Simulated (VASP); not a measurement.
# ScRu in VASP: density of states with PBE

Aim: the density of states of ScRu with PBE.

All numbers are computed with VASP 6.6.1; they aren't measurements. Logs are shortened: lines on timing, memory, paths and dates and some standing lists are left out, and cuts for length are marked.

**1. Starting point**

The cell holds a amorphous, 4 atoms: a = 4.084 Å, b = 4.792 Å, c = 3.801 Å, α = 78.25°, β = 83.41°, γ = 85.41°.

The cell was built by a generator and needn't be a form met in nature.

**2. Density of states, PBE**

Input file POSCAR:

```
ScRu
1.0
    4.0689160000      0.1770240000     -0.3013380000
    0.1544290000      4.7791790000     -0.3077390000
    0.6621370000      0.9870330000      3.6103560000
Sc Ru
2 2
Direct
    0.4538280000      0.7704320000      0.5497840000
    0.3218220000      0.2192280000      0.9239390000
    0.7713580000      0.2725290000      0.3555940000
    0.9049470000      0.8095100000      0.9857760000
```

Input file INCAR.step1:

```
  PREC = Accurate
  ENCUT = 520
  EDIFF = 1E-6
  ISMEAR = -1
  SIGMA = 0.1
  LREAL = F
  LASPH = T
  NELM = 100
  ALGO = Fast
  ISIF = 2
  LWAVE = F
  LCHARG = T
  LMAXMIX = 4
  GGA = PE
  NBANDS = 33
```

Input file KPOINTS.step1:

```
Automatic mesh
0
Gamma
  5 4 5
  0.5 0.5 0.5
```

Input file INCAR.step2:

```
  PREC = Accurate
  ENCUT = 520
  EDIFF = 1E-6
  ISMEAR = -5
  SIGMA = 0.1
  LREAL = F
  LASPH = T
  NELM = 100
  ALGO = Fast
  ISIF = 2
  LWAVE = F
  LCHARG = F
  LMAXMIX = 4
  GGA = PE
  LORBIT = 10
  NBANDS = 33
  NEDOS = 2001
  ICHARG = 11
```

Input file KPOINTS.step2:

```
regular mesh
0
Gamma
  8 6 8
```

Potentials or basis: VASP PAW PBE potentials, release 64 (Sc_sv, Ru_pv).

Run with:

```console
cat potpaw_PBE.64/Sc_sv/POTCAR potpaw_PBE.64/Ru_pv/POTCAR > POTCAR
cp INCAR.step1 INCAR
cp KPOINTS.step1 KPOINTS
mpirun -np 1 vasp_std > vasp.out
cp INCAR.step2 INCAR
cp KPOINTS.step2 KPOINTS
mpirun -np 1 vasp_std > vasp.out
```

OUTCAR:

```text
PREC = Accurate
   ENCUT = 520
   EDIFF = 1E-6
   ISMEAR = -5
   LREAL = F
   LASPH = T
   NELM = 100
   ISIF = 2
   GGA = PE
   LORBIT = 10
   ICHARG = 11

 ion  position               nearest neighbor table
   1  0.454  0.770  0.550-   4 2.65   4 2.65   4 2.66   3 2.75   2 2.79   2 2.80   3 2.81   2 2.93
                             4 3.24
   2  0.322  0.219  0.924-   3 2.65   3 2.65   4 2.66   3 2.66   1 2.79   1 2.80   1 2.93   4 2.96
                             4 3.22   3 3.25
   3  0.771  0.273  0.356-   2 2.65   2 2.65   2 2.66   4 2.73   1 2.75   1 2.81   4 2.85   4 2.98
                             2 3.25
   4  0.905  0.810  0.986-   1 2.65   1 2.65   1 2.66   2 2.66   3 2.73   3 2.85   2 2.96   3 2.98
                             2 3.22   1 3.24

  LATTYP: Found a triclinic cell.
 ALAT       =     4.0838975871
 B/A-ratio  =     1.2855624757
 C/A-ratio  =     2.0221338876
 COS(alpha) =     0.0020665430
 COS(beta)  =     0.5938016263
 COS(gamma) =     0.6948054117

  Lattice vectors:

 A1 = (   4.0689160000,   0.1770240000,  -0.3013380000)
 A2 = (   3.4067790000,  -0.8100090000,  -3.9116940000)
 A3 = (   4.8854820000,   5.9432360000,   3.0012790000)

Analysis of symmetry for initial positions (statically):
=====================================================================
 Subroutine PRICEL returns:
 Original cell was already a primitive cell.

 Routine SETGRP: Setting up the symmetry group for a
 triclinic supercell.

 Subroutine GETGRP returns: Found  1 space group operations
 (whereof  1 operations were pure point group operations)
 out of a pool of  2 trial point group operations.

The static configuration has the point symmetry C_1 .

Analysis of symmetry for dynamics (positions and initial velocities):
=====================================================================
 Subroutine PRICEL returns:
 Original cell was already a primitive cell.

 Routine SETGRP: Setting up the symmetry group for a
 triclinic supercell.

 Subroutine GETGRP returns: Found  1 space group operations
 (whereof  1 operations were pure point group operations)
 out of a pool of  2 trial point group operations.

The dynamic configuration has the point symmetry C_1 .

 Subroutine INISYM returns: Found  1 space group operations
 (whereof  1 operations are pure point group operations),
 and found     1 'primitive' translations

----------------------------------------------------------------------------------------

                                     Primitive cell

  volume of cell :      72.2161

  direct lattice vectors                    reciprocal lattice vectors
     4.068916000  0.177024000 -0.301338000     0.243135460 -0.010542101 -0.041708791
     0.154429000  4.779179000 -0.307739000    -0.012968724  0.206183518 -0.053989929
     0.662137000  0.987033000  3.610356000     0.019187850  0.016694745  0.268897790

  length of vectors
     4.083897587  4.791565874  3.800964351     0.246912152  0.213529257  0.270097963

  position of ions in fractional coordinates (direct lattice)
     0.453828000  0.770432000  0.549784000
     0.321822000  0.219228000  0.923939000
     0.771358000  0.272529000  0.355594000
     0.904947000  0.809510000  0.985776000

  ion indices of the primitive-cell ions
   primitive index   ion index
                 1           1
                 2           2
                 3           3
                 4           4

----------------------------------------------------------------------------------------

 KPOINTS: regular mesh

Automatic generation of k-mesh.
 Grid dimensions read from file:
 generate k-points for:    8    6    8

 Generating k-lattice:

  Cartesian coordinates                     Fractional coordinates (reciprocal lattice)
     0.030391932 -0.001317763 -0.005213599     0.125000000 -0.000000000  0.000000000
    -0.002161454  0.034363920 -0.008998322     0.000000000  0.166666667  0.000000000
     0.002398481  0.002086843  0.033612224     0.000000000  0.000000000  0.125000000

  Length of vectors
     0.030864019  0.035588209  0.033762245

  Shift w.r.t. Gamma in fractional coordinates (k-lattice)
     0.000000000  0.000000000  0.000000000

 TETIRR: Found   1152 inequivalent tetrahedra from     2304

 Subroutine IBZKPT returns following result:
 ===========================================

 Found    196 irreducible k-points:

 Following reciprocal coordinates:
            Coordinates               Weight
  0.000000  0.000000  0.000000      1.000000
  0.125000  0.000000  0.000000      2.000000
  0.250000  0.000000  0.000000      2.000000
  0.375000  0.000000  0.000000      2.000000
  0.500000  0.000000  0.000000      1.000000
 -0.000000  0.166667  0.000000      2.000000
[... 16 lines left out ...]
  0.125000  0.500000  0.000000      2.000000
  0.250000  0.500000  0.000000      2.000000
 [... further k-points ...]
   k-points           NKPTS =    196   k-points in BZ     NKDIM =    196   number of bands    NBANDS=     33
   number of dos      NEDOS =   2001   number of ions     NIONS =      4
   total plane-waves  NPLWV =  30240
   dimension x,y,z NGX =    30 NGY =   36 NGZ =   28
   dimension x,y,z NGXF=    60 NGYF=   72 NGZF=   56
   ions per type =               2   2
   NGX,Y,Z   is equivalent  to a cutoff of  12.21, 12.49, 12.25 a.u.
   NGXF,Y,Z  is equivalent  to a cutoff of  24.42, 24.98, 24.49 a.u.
 SYSTEM =  unknown system
   PREC   = accura    normal or accurate (medium, high low for compatibility)
   ISTART =      0    job   : 0-new  1-cont  2-samecut
   ICHARG =     11    charge: 1-file 2-atom 10-const
   ISPIN  =      1    spin polarized calculation?
   LNONCOLLINEAR =      F non collinear calculations
   LSORBIT =      F    spin-orbit coupling
   LASPH  =      T    aspherical Exc in radial PAW
   ENCUT  =  520.0 eV  38.22 Ry    6.18 a.u.   7.59  8.91  7.07*2*pi/ulx,y,z
   NELM   =    100;   NELMIN=  2; NELMDL=  0     # of ELM steps
   EDIFF  = 0.1E-05   stopping-criterion for ELM
   LREAL  =      F    real-space projection
[... 7 lines left out ...]
   TEBEG  =    0.0;   TEEND  =   0.0 temperature during run
   PSTRESS=    0.0 pullay stress
   NELECT =      50.0000    total number of electrons
   NUPDOWN=      -1.0000    fix difference up-down
   EMIN   =  10.00;   EMAX   =-10.00  energy-range for DOS
   EFERMI =   0.00;   METHOD = LEGACY
   ISMEAR =    -5;   SIGMA  =   0.10  broadening in eV -4-tet -1-fermi 0-gaus
   EFERMI_NEDOS =   21; number of points for ismear=-14 and -15
   IALGO  =     68    algorithm
   IMIX   =      4    mixing-type and parameters
     AMIX     =   0.40;   BMIX     =  1.00
     AMIX_MAG =   1.60;   BMIX_MAG =  1.00
  volume/ion in A,a.u.               =      18.05       121.83
  Fermi-wavevector in a.u.,A,eV,Ry     =   1.448283  2.736859 28.538558  2.097525
  Thomas-Fermi vector in A             =   2.566142
   LORBIT       =     10    0 simple, 1 ext, 2 COOP (PROOUT), +10 PAW based schemes
   GGA     = PE    functional components
   LHFCALC =     F    Hartree Fock is set to
   AEXX    =    0.0000 exact exchange contribution
   IVDW    =     0    specifies the selected vdW correction
   LEPSILON=     F    determine dielectric tensor
   LRPA    =     F    only Hartree local field effects (RPA)
 non-spin polarized calculation
 RMM-DIIS sequential band-by-band and
 Fermi weights with tetrahedron method with Bloechl corrections
  energy-cutoff  :      520.00
  volume of cell :       72.22
 maximum number of plane-waves:      1967

 number of electron      49.9999997 magnetization

 Free energy of the ion-electron system (eV)
  ---------------------------------------------------
  ext. energy  EPLUGINS =         0.00000000
  ---------------------------------------------------
  free energy    TOTEN  =       -30.63776134 eV

  energy without entropy =      -30.63776134  energy(sigma->0) =      -30.63776134

 E-fermi :   6.9192     XC(G=0): -11.6753

 val. band max:        7.0010439360   @ k =  -0.3750   0.5000   0.3750
 cond. band min:       6.8144431635   @ k =   0.1250   0.5000   0.5000
 fundamental gap:     -0.1866007725
 Fermi energy:         6.9191650704

 k-point     1 :       0.0000    0.0000    0.0000
  band No.  band energies     occupation
      1     -42.0031      2.00000
      2     -41.8382      2.00000
      3     -35.1616      2.00000
      4     -34.9989      2.00000
      5     -34.9271      2.00000
      6     -34.8900      2.00000
[... 25 lines left out ...]
     32      10.2926      0.00000
     33      11.0035      0.00000

 k-point     2 :       0.1250    0.0000    0.0000
  band No.  band energies     occupation
      1     -42.0040      2.00000
      2     -41.8383      2.00000
      3     -35.1615      2.00000
      4     -34.9984      2.00000
      5     -34.9249      2.00000
      6     -34.8901      2.00000
[... 25 lines left out ...]
     32      10.3461      0.00000
     33      10.8790      0.00000

 k-point     3 :       0.2500    0.0000    0.0000
  band No.  band energies     occupation
      1     -42.0062      2.00000
      2     -41.8384      2.00000
      3     -35.1614      2.00000
      4     -34.9975      2.00000
      5     -34.9196      2.00000
      6     -34.8902      2.00000
[... 25 lines left out ...]
     32      10.3402      0.00000
     33      10.9459      0.00000

 k-point     4 :       0.3750    0.0000    0.0000
  band No.  band energies     occupation
      1     -42.0085      2.00000
      2     -41.8385      2.00000
      3     -35.1613      2.00000
      4     -34.9965      2.00000
      5     -34.9141      2.00000
      6     -34.8902      2.00000
[... 673 lines left out ...]
     32      10.6698      0.00000
     33      11.2243      0.00000

 k-point    23 :       0.1250    0.5000    0.0000
  band No.  band energies     occupation
      1     -41.9537      2.00000
      2     -41.8905      2.00000
      3     -35.0764      2.00000
      4     -35.0259      2.00000
      5     -34.9338      2.00000
      6     -34.8898      2.00000
[... 25 lines left out ...]
     32      10.3263      0.00000
     33      11.1784      0.00000

 k-point    24 :       0.2500    0.5000    0.0000
  band No.  band energies     occupation
      1     -41.9553      2.00000
      2     -41.8912      2.00000
      3     -35.0744      2.00000
      4     -35.0243      2.00000
      5     -34.9339      2.00000
      6     -34.8896      2.00000
[... 25 lines left out ...]
     32      10.1182      0.00000
     33      10.8383      0.00000

 [... further k-points ...]

------------------------ aborting loop because EDIFF is reached ----------------------------------------

  FORCE on cell =-STRESS in cart. coord.  units (eV):
  Direction    XX          YY          ZZ          XY          YZ          ZX
  --------------------------------------------------------------------------------------
  -------------------------------------------------------------------------------------
  Total       -1.5090859      2.8151775      0.6888952      0.3751554     -1.1525827     -1.6434331
  in kB      -33.4804074     62.4572042     15.2837492      8.3231541    -25.5710680    -36.4610175
  external PRESSURE =      14.7535153 kB  Pullay stress =       0.0000000 kB

 VOLUME and BASIS-vectors are now :
 -----------------------------------------------------------------------------
  energy-cutoff  :      520.00
  volume of cell :       72.22
      direct lattice vectors                 reciprocal lattice vectors
     4.068916000  0.177024000 -0.301338000     0.243135460 -0.010542101 -0.041708791
     0.154429000  4.779179000 -0.307739000    -0.012968724  0.206183518 -0.053989929
     0.662137000  0.987033000  3.610356000     0.019187850  0.016694745  0.268897790

 POSITION                                       TOTAL-FORCE (eV/Angst)
 -----------------------------------------------------------------------------------
      2.32960      4.30503      1.61107        -0.253516     -0.587584     -0.852406
      1.95510      2.01666      3.17131        -0.826599      0.809566      0.097336
      3.41613      1.79000      0.96751         1.305501      0.089786      0.444483
      4.45988      5.00198      3.03719        -0.225386     -0.311768      0.310588
 -----------------------------------------------------------------------------------
    total drift:                                0.016343     -0.000606      0.001166

  FREE ENERGIE OF THE ION-ELECTRON SYSTEM (eV)
  ---------------------------------------------------
  free  energy   TOTEN  =       -30.6377613361 eV

  energy  without entropy=      -30.6377613361  energy(sigma->0) =      -30.63776134

 total charge

# of ion       s       p       d       tot
------------------------------------------
    1        2.296   6.163   1.191   9.650
    2        2.293   6.169   1.198   9.661
    3        0.378   6.129   6.151  12.658
    4        0.387   6.129   6.172  12.688
--------------------------------------------------
tot          5.353  24.590  14.713  44.657
```

Wall time 5.7 min (1 thread of AMD EPYC 9R45 (Zen 5), shared host); peak memory 0.44 GiB.

What came out:

```yaml
Valence_electrons_inside_the_program's_atomic_spheres: Sc 9.65, 9.66; Ru 12.66, 12.69
```

States per cell in windows of 1 eV (zero at the Fermi level; states under -8 eV left out):
| from (eV) | total | Ru3_d | Ru4_d | Sc1_d | Sc2_d | Ru3_s | Ru4_s |
| --- | --- | --- | --- | --- | --- | --- | --- |
| -8.0 | 0.00 | 0.00 | 0.00 | 0.00 | 0.00 | 0.00 | 0.00 |
| -7.0 | 0.00 | 0.00 | 0.00 | 0.00 | 0.00 | 0.00 | 0.00 |
| -6.0 | 0.13 | 0.00 | 0.00 | 0.00 | 0.00 | 0.02 | 0.02 |
| -5.0 | 0.54 | 0.01 | 0.01 | 0.00 | 0.00 | 0.06 | 0.06 |
| -4.0 | 3.00 | 0.59 | 0.62 | 0.13 | 0.12 | 0.14 | 0.13 |
| -3.0 | 7.32 | 2.08 | 2.07 | 0.39 | 0.39 | 0.07 | 0.08 |
| -2.0 | 5.96 | 1.82 | 1.82 | 0.37 | 0.37 | 0.05 | 0.06 |
| -1.0 | 5.05 | 1.64 | 1.64 | 0.31 | 0.31 | 0.04 | 0.04 |
| 0.0 | 3.29 | 0.68 | 0.66 | 0.45 | 0.42 | 0.04 | 0.03 |
| 1.0 | 4.34 | 0.56 | 0.51 | 1.05 | 1.00 | 0.02 | 0.02 |
| 2.0 | 4.54 | 0.52 | 0.49 | 1.21 | 1.29 | 0.02 | 0.02 |
| 3.0 | 3.57 | 0.25 | 0.27 | 1.28 | 1.13 | 0.01 | 0.01 |
| 4.0 | 0.28 | 0.02 | 0.02 | 0.10 | 0.10 | 0.00 | 0.00 |
| 5.0 | 0.00 | 0.00 | 0.00 | 0.00 | 0.00 | 0.00 | 0.00 |
| 6.0 | 0.00 | 0.00 | 0.00 | 0.00 | 0.00 | 0.00 | 0.00 |

Caveat: tetrahedron occupations give inexact forces and stress in metals.
